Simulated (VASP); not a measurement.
CdSe (wurtzite): the formation energy from VASP (plane waves, PAW) at several levels of theory. The references are the elements' solids at the same level; no temperature or zero-point terms are added.    Without a dispersion term in the relaxation, distances and binding between the weakly bound layers, chains or molecules are unreliable, and so is what depends on them.

| level | formation energy (eV/atom) | error against measurement (eV/atom) |
|---|---|---|
| LDA | -0.539 | +0.21 |
| PBE | -0.624 | +0.13 |
| optB88-vdW | -0.588 | +0.16 |

Measured: -0.750 eV/atom at 298 K (as given by Yubo Zhang et al., npj Computational Materials (2018), doi:10.1038/s41524-018-0065-z).

The cell of the LDA run:

Space group P6₃mc (No. 186); a = 4.251 Å, b = 4.251 Å, c = 6.935 Å, α = 90.00°, β = 90.00°, γ = 120.00°

| atom | site | symmetry | x | y | z |
|---|---|---|---|---|---|
| Cd | 2b | 3m. | 0.3333 | 0.6667 | 0.0000 |
| Se | 2b | 3m. | 0.3333 | 0.6667 | 0.3760 |

Only levels that ran to the end are used. Left out are those held back, those with too coarse a band path, GW runs whose mesh misses a band edge, hybrids' fits of cells that aren't cubic and levels without matching references; a question may draw on a part of the rest.
